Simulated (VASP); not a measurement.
# HfTe (Fm-3m) in VASP: a series of runs, part 2 of 2

VASP 6.6.1.

### Step 3. Relaxation of cell and atoms, PBEsol

This run uses another cell than the first one, of 23.90 Å³/atom, 1.006 times its volume.

File INCAR:

```
PREC = Accurate ; ENCUT = 600
EDIFF = 1E-6 ; ISMEAR = 0
SIGMA = 0.1 ; LREAL = False
LASPH = True ; NELM = 100
ALGO = Fast ; ISIF = 3
LWAVE = False ; LCHARG = False
GGA = PS ; IBRION = 2
NSW = 100 ; EDIFFG = -0.005
```

File KPOINTS:

```
regular mesh
0
Gamma
  12 12 12
```

File POSCAR:

```
HfTe
1.0
    0.0000000000      2.8804053402      2.8804053402
    2.8804053402      0.0000000000      2.8804053402
    2.8804053402      2.8804053402      0.0000000000
Hf Te
1 1
Direct
    0.0000000000      0.0000000000      0.0000000000
    0.5000000000      0.5000000000      0.5000000000
```

Potentials or basis: VASP PAW PBE potentials, release 64 (Hf_pv, Te).

The run is started by

```sh
> cat potpaw_PBE.64/Hf_pv/POTCAR potpaw_PBE.64/Te/POTCAR > POTCAR
> mpirun -np 1 vasp_std > vasp.out
```

Wall time 1.9 min (1 thread of Intel Xeon Platinum 8488C (Sapphire Rapids), shared host); peak memory 0.25 GiB.

It converged, with:

- Free energy: -14.4932 eV
- Relaxed volume: 23.71 Å³/atom
- Relaxed cell: a = 4.063 Å, b = 4.063 Å, c = 4.063 Å, α = 60.00°, β = 60.00°, γ = 60.00°
- Space group after relaxing (to 0.05 Å): Fm-3m (No. 225)
- Energy gained by relaxing: 0.5 meV/atom
- Ionic steps: 3
- Pressure after relaxing: 0.0 GPa

The path:
```
step  energy change (eV)  largest force (eV/Å)  pressure (GPa)  volume (Å³)
   1              0.0000                0.0000           -0.74        47.80
   2              0.0001                0.0000            0.84        47.04
   3             -0.0009                0.0000            0.02        47.41
```

Final structure:
```yaml
crystal:
  lattice:
    - [0.00000, 2.87271, 2.87271]
    - [2.87271, 0.00000, 2.87271]
    - [2.87271, 2.87271, 0.00000]
  atoms:
    - { symbol: Hf, position: [0.00000, 0.00000, 0.00000] }
    - { symbol: Te, position: [0.50000, 0.50000, 0.50000] }
```

Levels at points of the mesh, in eV from the Fermi level:
```tsv
k point	band 5	band 6	band 7	band 8	band 9	band 10	band 11	band 12
(0.00, 0.00, 0.00)	-2.08	-2.08	-2.08	-1.10	-1.10	-1.10	-0.47	-0.47
(0.50, 0.00, 0.00)	-7.81	-4.82	-4.82	1.06	1.06	1.09	1.57	4.45
(0.50, 0.50, 0.00)	-6.11	-3.73	-3.73	-2.87	-0.20	0.53	1.92	1.92
```

Caveat: the bands computed are all filled at some k points, so no gap is given; the PAW data sets were made with another functional, which shifts forces and pressure a little. Spin-orbit coupling is left out, which matters for the levels of Hf, Te.

### Step 4. Single point, PBEsol

This run uses another cell than the first one, of 23.90 Å³/atom, 1.006 times its volume.

File INCAR:

```
SYSTEM = HfTe
PREC = Accurate
ENCUT = 520
EDIFF = 1E-6
ISMEAR = 0
SIGMA = 0.1
LREAL = .False.
LASPH = .True.
NELM = 100
ALGO = Normal
ISIF = 2
LWAVE = .False.
LCHARG = .True.
GGA = PS
LELF = .True.
LVHAR = .True.
NBANDS = 15
```

File KPOINTS:

```
Automatic mesh
0
Gamma
  6 6 6
  0 0 0
```

POSCAR is that of step 3.

The run is started by

```sh
> cat potpaw_PBE.64/Hf_pv/POTCAR potpaw_PBE.64/Te/POTCAR > POTCAR
> mpirun -np 1 vasp_std > vasp.out
```

It took 12 s on 1 thread of Intel Xeon Platinum 8488C (Sapphire Rapids), shared host; peak memory 0.16 GiB.

It converged, with:

| Quantity | Value |
| --- | --- |
| Free energy | -14.5051 eV |
| Pressure | -0.5 GPa |
| Band gap on the k mesh | none (metal or under the smearing width) |

Levels at points of the mesh, in eV from the Fermi level:
```tsv
k point	band 4	band 5	band 6	band 7	band 8	band 9	band 10	band 11	band 12	band 13
(0.00, 0.00, 0.00)	-14.42	-2.13	-2.13	-2.13	-1.13	-1.13	-1.13	-0.52	-0.52	1.59
(0.50, 0.00, 0.00)	-12.70	-7.81	-4.84	-4.84	1.00	1.00	1.02	1.52	4.39	4.39
(0.50, 0.50, 0.00)	-13.01	-6.13	-3.77	-3.77	-2.88	-0.28	0.46	1.85	1.85	3.27
```

Caveat: the PAW data sets were made with another functional, which shifts forces and pressure a little. Spin-orbit coupling is left out, which matters for the levels of Hf, Te.

### Step 5. Relaxation of cell and atoms, PBEsol

This run uses another cell than the first one, of 42.31 Å³/atom, 1.781 times its volume.

File INCAR:

```
ALGO     = Fast           # electronic algorithm
EDIFF    = 1E-6           # SCF threshold, eV
EDIFFG   = -0.05          # ionic threshold
ENCUT    = 600            # plane-wave cutoff, eV
GGA      = PS             # functional
IBRION   = 2              # ionic algorithm
ISIF     = 3              # what is computed and relaxed
ISMEAR   = 0              # smearing method
LASPH    = True           # aspherical terms in the spheres
LCHARG   = False          # write CHGCAR
LREAL    = False          # projectors in reciprocal space
LWAVE    = False          # write WAVECAR
NELM     = 100            # most SCF steps
NSW      = 100            # ionic steps
PREC     = Accurate       # precision mode
SIGMA    = 0.1            # smearing width, eV
```

File KPOINTS:

```
k-points
0
Gamma
  6 6 6
```

File POSCAR:

```
HfTe
1.0
    0.0000000000      3.4846848375      3.4846848375
    3.4846848375      0.0000000000      3.4846848375
    3.4846848375      3.4846848375      0.0000000000
Hf Te
1 1
Direct
    0.0000000000      0.0000000000      0.0000000000
    0.5000000000      0.5000000000      0.5000000000
```

The run is started by

```sh
> cat potpaw_PBE.64/Hf_pv/POTCAR potpaw_PBE.64/Te/POTCAR > POTCAR
> mpirun -np 1 vasp_std > vasp.out
```

Wall time 1.7 min (1 thread of Intel Xeon Platinum 8488C (Sapphire Rapids), shared host); peak memory 0.27 GiB.

The run converged. Its results:

```yaml
Free_energy: -14.5016 eV
Relaxed_volume: 23.79 Å³/atom
Relaxed_cell: a = 4.067 Å, b = 4.067 Å, c = 4.067 Å, α = 60.00°, β = 60.00°, γ = 60.00°
Space_group_after_relaxing_to_0.05_Å: Fm-3m (No. 225)
Energy_gained_by_relaxing: 1431.8 meV/atom
Ionic_steps: 3
Pressure_after_relaxing: 0.0 GPa
Band_gap_on_the_k_mesh: none (metal or under the smearing width)
```

Step by step:
```csv
step,energy change (eV),largest force (eV/Å),pressure (GPa),volume (Å³)
1,0.0000,0.0000,-13.46,84.63
2,-2.8617,0.0000,-1.13,48.14
3,-2.8637,0.0000,0.02,47.57
```

Final structure:
```cif
data_structure
_symmetry_space_group_name_H-M 'P 1'
_symmetry_Int_Tables_number 1
_cell_length_a 4.0671
_cell_length_b 4.0671
_cell_length_c 4.0671
_cell_angle_alpha 60.000
_cell_angle_beta 60.000
_cell_angle_gamma 60.000
_cell_volume 47.57
loop_
_atom_site_label
_atom_site_type_symbol
_atom_site_fract_x
_atom_site_fract_y
_atom_site_fract_z
_atom_site_occupancy
Hf1 Hf 0.00000 0.00000 0.00000 1
Te1 Te 0.50000 0.50000 0.50000 1
```

Levels at points of the mesh, in eV from the Fermi level:
```csv
k point,band 4,band 5,band 6,band 7,band 8,band 9,band 10,band 11,band 12
"(0.00, 0.00, 0.00)",-14.47,-2.15,-2.15,-2.15,-1.17,-1.17,-1.17,-0.55,1.61
"(0.50, 0.00, 0.00)",-12.74,-7.86,-4.88,-4.88,0.98,0.98,1.00,1.50,4.38
"(0.50, 0.50, 0.00)",-13.05,-6.17,-3.79,-3.79,-2.92,-0.29,0.44,1.83,1.83
```

Caveat: the volume moved by over 15 % at a fixed basis, so the end points are rough; the PAW data sets were made with another functional, which shifts forces and pressure a little; the relaxation stopped at a loose force limit of 0.05 eV/Å, so its end isn't a converged minimum.

### Step 6. Single point, PBEsol

This run uses another cell than the first one, of 42.31 Å³/atom, 1.781 times its volume.

File INCAR:

```
SYSTEM = HfTe
PREC = Accurate
ENCUT = 520
EDIFF = 1E-6
ISMEAR = 0
SIGMA = 0.1
LREAL = .False.
LASPH = .True.
NELM = 100
ALGO = Normal
ISIF = 2
LWAVE = .False.
LCHARG = .False.
GGA = PS
NBANDS = 15
```

File KPOINTS:

```
regular mesh
0
Gamma
  4 4 4
  0 0 0
```

POSCAR is that of step 5.

Potentials or basis: VASP PAW PBE potentials, release 64 (Hf_pv, Te).

The run is started by

```sh
> cat potpaw_PBE.64/Hf_pv/POTCAR potpaw_PBE.64/Te/POTCAR > POTCAR
> mpirun -np 1 vasp_std > vasp.out
```

Wall time 14 s (1 thread of Intel Xeon Platinum 8488C (Sapphire Rapids), shared host); peak memory 0.22 GiB.

Results (log left out):

```
Free energy            : -11.7750 eV
Pressure               : -14.1 GPa
Band gap on the k mesh : none (metal or under the smearing width)
```

Levels at points of the mesh, in eV from the Fermi level:
```tsv
k point	band 5	band 6	band 7	band 8	band 9	band 10	band 11	band 12
(0.00, 0.00, 0.00)	-1.76	-1.76	-1.76	-1.35	-0.14	-0.14	-0.14	-0.03
(0.50, 0.00, 0.00)	-4.78	-2.84	-2.84	0.51	0.63	0.63	1.46	2.42
(0.50, 0.50, 0.00)	-3.73	-2.55	-2.55	-1.15	-0.85	0.34	0.90	0.91
```

Caveat: the k mesh is coarse (spacing up to 0.39 Å⁻¹), so the values aren't converged; the PAW data sets were made with another functional, which shifts forces and pressure a little.

### Step 7. Overview

| task | cell | k mesh | cutoff (eV) | mesh quality | gap on the mesh (eV) | pressure (GPa) | relaxed volume (Å³/atom) |
| --- | --- | --- | --- | --- | --- | --- | --- |
| single point | Fm-3m, 23.76 Å³/atom | 12 × 12 × 12 | 520 | not flagged | none | -0.2 | - |
| relaxation of cell and atoms | relaxed | 12 × 12 × 12 | 600 | not flagged | - | 0.0 | 23.71 |
| single point | Fm-3m, 23.9 Å³/atom | 6 × 6 × 6 | 520 | not flagged | none | -0.5 | - |
| relaxation of cell and atoms | relaxed | 6 × 6 × 6 | 600 | not flagged | none | 0.0 | 23.79 |
| single point | Fm-3m, 42.31 Å³/atom | 4 × 4 × 4 | 520 | coarse | none | -14.1 | - |

Alike in all rows: level PBEsol; potentials or basis VASP PAW PBE potentials, release 64 (Hf_pv, Te); no spin polarisation; smearing gaussian 0.1 eV.

Caveats: some runs use coarse meshes; the PAW data sets were made with another functional, which shifts forces and pressure a little; the bands computed are all filled at some k points, so no gap is given (some runs); the volume moved by over 15 % at a fixed basis, so the end points are rough (some runs); the relaxation stopped at a loose force limit of 0.05 eV/Å, so its end isn't a converged minimum (some runs).

Absolute energies hang on the potentials; compare differences alone.
